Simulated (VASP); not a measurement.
Here is the system:

```
MgRbF3
1.0
    4.05105     0.00000     0.00000
    0.00000     4.05105     0.00000
    0.00000     0.00000     4.05105
Rb Mg F
1 1 3
Direct
  0.00000   0.00000   0.00000
  0.50000   0.50000   0.50000
  0.00000   0.50000   0.50000
  0.50000   0.00000   0.50000
  0.50000   0.50000   0.00000
```

All values below come from r2SCAN meta-GGA, VASP's PBE PAW potentials (set 64) (plane waves; VASP). Run with 520 eV cut-off, 6×6×6 Γ-centred mesh, tetrahedra with Blöchl corrections, potentials Rb_sv Mg F.

Question: Tabulate the total density of states (states/eV per cell) against energy (eV; zero at the valence-band maximum or, without a gap, the Fermi level).

Answer: 
```
E (eV) | DOS (states/eV)
    -9.96 |  0.00
    -9.72 |  0.00
    -9.48 |  0.00
    -9.24 |  0.00
    -9.00 |  0.00
    -8.64 |  0.00
    -8.40 |  0.00
    -8.16 |  0.00
    -7.92 |  0.00
    -7.68 |  0.00
    -7.44 |  0.00
    -7.20 |  0.00
    -6.96 |  0.00
    -6.72 |  0.12
    -6.48 | ################# 7.00
    -6.12 | ############################# 11.8
    -5.88 |  0.00
    -5.64 |  0.00
    -5.40 |  0.00
    -5.16 |  0.00
    -4.92 |  0.00
    -4.68 |  0.00
    -4.44 |  0.00
    -4.20 |  0.00
    -3.96 |  0.00
    -3.60 |  0.15
    -3.36 | ## 0.71
    -3.12 | ### 1.40
    -2.88 | ###### 2.41
    -2.64 | ##### 2.10
    -2.40 | ### 1.27
    -2.16 | #### 1.76
    -1.92 | ############ 4.90
    -1.68 | ################## 7.35
    -1.44 | ########## 4.33
    -1.08 | ########## 4.29
    -0.84 | ############################ 11.7
    -0.60 | ############## 5.63
    -0.36 | ############################## 12.4
    -0.12 | ################ 6.71
     0.12 |  0.00
     0.36 |  0.00
     0.60 |  0.00
     0.84 |  0.00
     1.08 |  0.00
     1.44 |  0.00
     1.68 |  0.00
     1.92 |  0.00
     2.16 |  0.00
     2.40 |  0.00
     2.64 |  0.00
     2.88 |  0.00
     3.12 |  0.00
     3.36 |  0.00
     3.60 |  0.00
     3.96 |  0.00
     4.20 |  0.00
     4.44 |  0.00
     4.68 |  0.00
     4.92 |  0.00
     5.16 |  0.00
     5.40 |  0.00
     5.64 |  0.00
     5.88 |  0.00
     6.12 |  0.00
     6.48 |  0.00
     6.72 |  0.00
     6.96 |  0.00
     7.20 |  0.00
     7.44 |  0.00
     7.68 |  0.00
     7.92 |  0.00
     8.16 |  0.00
     8.40 |  0.00
     8.64 |  0.03
     9.00 |  0.13
     9.24 |  0.18
     9.48 | # 0.21
     9.72 | # 0.26
     9.96 | # 0.33
```
Within 2 eV below the valence-band maximum the largest weight inside VASP's projection spheres is F p.

The structure comes from a computed database's RbMgF3 entry (Pm-3m); how it stands against other phases isn't given here. It was relaxed first.
